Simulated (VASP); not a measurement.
An input for Ansatz (written as the equivalent of a VASP run, and not itself run):

Ansatz 0.2 input:
```yaml
crystal:
  lattice:
    - [2.8600000, 0.0000000, 0.0000000]
    - [0.0000000, 2.8600000, 0.0000000]
    - [0.0000000, 0.0000000, 2.8600000]
  atoms:
    - { symbol: Al, position: [0.5058070, 0.4867210, 0.4994310] }
    - { symbol: Co, position: [-0.0058070, 0.0132790, 0.0005690] }
kpoints:
  mp_grid: { grid: [12, 12, 12] }
hamiltonian:
  xc: pbe
  pseudopotentials: { kind: paw }
scf:
  occupations: { method: gaussian, width: 0.272 }
  max_iter: 100
output: { forces: true, stress: true, eigenvalues: true }
```

**Question.** Write the VASP files for the same calculation (PBE).

**Answer.** This is not unique; one that fits is 
INCAR:
```
ALGO=Normal
EDIFF=1E-6
ENCUT=300
GGA=PE
ISIF=2
ISMEAR=0
LASPH=.TRUE.
LCHARG=.FALSE.
LMAXMIX=4
LREAL=.FALSE.
LWAVE=.FALSE.
NELM=100
PREC=Accurate
SIGMA=0.272
SYSTEM=CoAl
```

File KPOINTS:
```
Automatic mesh
0
Gamma
12 12 12
0 0 0
```

POSCAR:
```
CoAl
1
    2.8600000000     0.0000000000     0.0000000000
    0.0000000000     2.8600000000     0.0000000000
    0.0000000000     0.0000000000     2.8600000000
Al Co
1 1
Direct
  0.5058070000   0.4867210000   0.4994310000
 -0.0058070000   0.0132790000   0.0005690000
```

POTCAR, in this order: Al Co (PBE.64 set). Program: vasp_std.

The two are equivalent in intent, not identical: each code has its own PAW files, so the cut-off isn't converted (ENCUT is set for VASP's; basis.ecutwfc is left out, and Ansatz then takes the one that its files recommend); Ansatz stops its SCF on the density residual and VASP on the energy change (EDIFF).

The structure is a typed CoAl crystal. The cell was not relaxed at this level, atoms are displaced from their ideal sites.
